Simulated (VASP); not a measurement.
Given:

```
AlN
1.0
    0.00000     2.22234     2.22234
    2.22234     0.00000     2.22234
    2.22234     2.22234     0.00000
Al N
1 1
Cartesian
  0.00000   0.00000   0.00000
  1.11117   1.11117   1.11117
```

The numbers are results of HSEsol screened hybrid, VASP's PBE PAW potentials (set 64) (plane waves; VASP 6.6.1), not measurements. Numerical set-up: 520 eV cut-off, 8×8×8 Γ-centred mesh, Gaussian smearing of 0.050 eV, potentials Al N.

Task: What does the run give for the energy per atom (σ→0), pressure, band gap (on the k-mesh) with the smallest direct gap where there is one?

Result: 
```json
{
  "band gap (on the k-mesh)": "4.44 eV",
  "smallest direct gap (on the k-mesh)": "5.03 eV",
  "energy per atom (σ→0)": "-8.961 eV/atom",
  "pressure": "-12.54 GPa"
}
```

Total energies compare only between runs with the same potentials, cut-off and functional.

The compound is AlN in the zinc blende structure, a metastable form; wurtzite is the usual one. This cell is one point of a volume scan, at 1.03 of the reference volume. The cell's shape comes from a PBE relaxation.
